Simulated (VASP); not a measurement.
These are PBEsol GGA, VASP's PBE PAW potentials (set 64) (plane waves; VASP) values and carry that method's errors.

A VASP calculation is set up with these files.

**POSCAR**
```
Tl
1
    3.4973400000     0.0000000000     0.0000000000
   -1.7486700000     3.0287850000     0.0000000000
    0.0000000000     0.0000000000     5.6465600000
Tl
2
Direct
  0.3300630000   0.6681820000   0.2506650000
  0.6699370000   0.3318180000   0.7493350000
```

KPOINTS:
```
Automatic
0
G
10 10 5
0 0 0
```

**INCAR**
```
! general
SYSTEM  = Tl
PREC    = Accurate
ENCUT   = 300
LREAL   = .FALSE.
LASPH   = .TRUE.

! electronic loop
EDIFF   = 1E-6
NELM    = 100
ALGO    = Normal
LMAXMIX = 4

! smearing
ISMEAR  = -1
SIGMA   = 0.1

! functional
GGA     = PS

! ions
ISIF    = 2

! output
LWAVE   = .FALSE.
LCHARG  = .FALSE.
```

POTCAR, in this order: Tl_d (PBE.64 set). Program: vasp_std.

At this cut-off the stress carries a Pulay error, which pulls relaxed volumes low. Unless said otherwise, spin-orbit coupling is left out, though it shifts the bands of the heavy elements here.

Estimate the energy per atom (σ→0), pressure, band gap (on the k-mesh).

```yaml
energy per atom (σ→0): -2.623 eV/atom
band gap (on the k-mesh): none (metal, semimetal or under 0.01 eV)
pressure: -1.85 GPa
```

File OSZICAR:
```
...
DAV:   5    -0.533024709055E+01   -0.71851E-04   -0.71851E-04  9629   0.186E-01    0.270E+00
DAV:   6    -0.527661475016E+01    0.53632E-01   -0.10509E-01  8858   0.267E+00    0.191E+00
DAV:   7    -0.526659136442E+01    0.10023E-01   -0.40136E-02  8837   0.163E+00    0.753E-01
DAV:   8    -0.526580973560E+01    0.78163E-03   -0.20536E-03  8919   0.382E-01    0.402E-02
DAV:   9    -0.526581233248E+01   -0.25969E-05   -0.10417E-05 10392   0.286E-02    0.896E-03
DAV:  10    -0.526581459620E+01   -0.22637E-05   -0.21285E-06  6850   0.139E-02    0.110E-03
DAV:  11    -0.526581466341E+01   -0.67218E-07   -0.18385E-07  4467   0.396E-03
   1 F= -.52658147E+01 E0= -.52462954E+01  d E =-.390386E-01
```

The structure comes from a computed database's Tl entry; how it stands against other phases isn't given here. The cell was not relaxed at this level, atoms are displaced from their ideal sites. The run is one of a series of settings (GGA = PS against the base run), some of them coarse on purpose.
